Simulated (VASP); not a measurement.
Calculation: PBE GGA, VASP's PBE PAW potentials (set 64) (plane waves; VASP 6.6.1).

A VASP calculation is set up with these files.

**KPOINTS**
```
Automatic mesh
0
Gamma
6 6 6
0 0 0
```

File POSCAR:
```
ZrC
1
    0.0000000000     2.3970000000     2.3970000000
    2.3970000000     0.0000000000     2.3970000000
    2.3970000000     2.3970000000     0.0000000000
Zr C
1 1
Direct
  0.0000000000   0.0000000000   0.0000000000
  0.5000000000   0.5000000000   0.5000000000
```

INCAR:
```
ALGO = Normal
EDIFF = 1E-6
ENCUT = 520
GGA = PE
ISIF = 2
ISMEAR = 1
LASPH = .TRUE.
LCHARG = .FALSE.
LMAXMIX = 4
LREAL = .FALSE.
LWAVE = .FALSE.
NELM = 100
PREC = Accurate
SIGMA = 0.1
SYSTEM = ZrC
```

POTCAR, in this order: Zr_sv C (PBE.64 set). Program: vasp_std.

Gaps are read on the run's mesh, which can miss a band edge.

### Question
Estimate the energy per atom (σ→0), pressure, band gap (on the k-mesh).

### Answer

```yaml
energy per atom (σ→0): -9.702 eV/atom
band gap (on the k-mesh): none (metal, semimetal or under 0.01 eV)
pressure: -10.49 GPa
```

### OSZICAR
```
...
DAV:   7    -0.194216716884E+02    0.17534E+00   -0.99307E-01   448   0.759E+00    0.517E+00
DAV:   8    -0.194060295534E+02    0.15642E-01   -0.14546E-01   408   0.382E+00    0.125E+00
DAV:   9    -0.194042945901E+02    0.17350E-02   -0.21742E-02   516   0.123E+00    0.464E-01
DAV:  10    -0.194047027632E+02   -0.40817E-03   -0.17390E-03   448   0.536E-01    0.283E-01
DAV:  11    -0.194045882601E+02    0.11450E-03   -0.43336E-04   416   0.195E-01    0.194E-02
DAV:  12    -0.194045878604E+02    0.39967E-06   -0.13781E-05   576   0.329E-02    0.115E-02
DAV:  13    -0.194045871155E+02    0.74492E-06   -0.15681E-06   356   0.825E-03
   1 F= -.19404587E+02 E0= -.19404960E+02  d E =0.111719E-02
```

The compound is ZrC in the rock salt structure. The cell was not relaxed at this level. The k-mesh is coarse (spacing up to 0.38 per Å, 2π included), so the numbers may not be converged in it. The run is one of a series of settings (KPOINTS 6×6×6 Γ-centred mesh against the base run), some of them coarse on purpose.
